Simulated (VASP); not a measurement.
The system is C.

```
C
1.0
     2.46100    0.00000    0.00000
    -1.23050    2.13129    0.00000
     0.00000    0.00000    6.17136
C
4
Direct
  0.00000 0.00000 0.25000
  0.33333 0.66667 0.25000
  0.00000 0.00000 0.75000
  0.66667 0.33333 0.75000
```

The cell was built by a generator and needn't be a form met in nature.

Base run:

- Program: VASP 6.6.1
- Functional: vdW-DF2
- Potentials or basis: VASP PAW PBE potentials, release 64 (C)
- Cutoff: 520 eV
- k mesh: 16 × 16 × 4
- Occupations: fermi-dirac, width 0.05 eV
- Spin: no spin polarisation

Its results: band gap on the k mesh 0.28 eV, direct; pressure 8.2 GPa.

Task: The run is repeated on the same cell with these changes: functional from vdW-DF2 to vdW-DF. What comes out?

Result: Band gap on the k mesh 0.29 eV, direct; pressure 8.8 GPa.

Caveats: the PAW data sets were made with another functional, which shifts forces and pressure a little.

A k mesh can miss the band edges.

Not every run made on this cell is shown here.
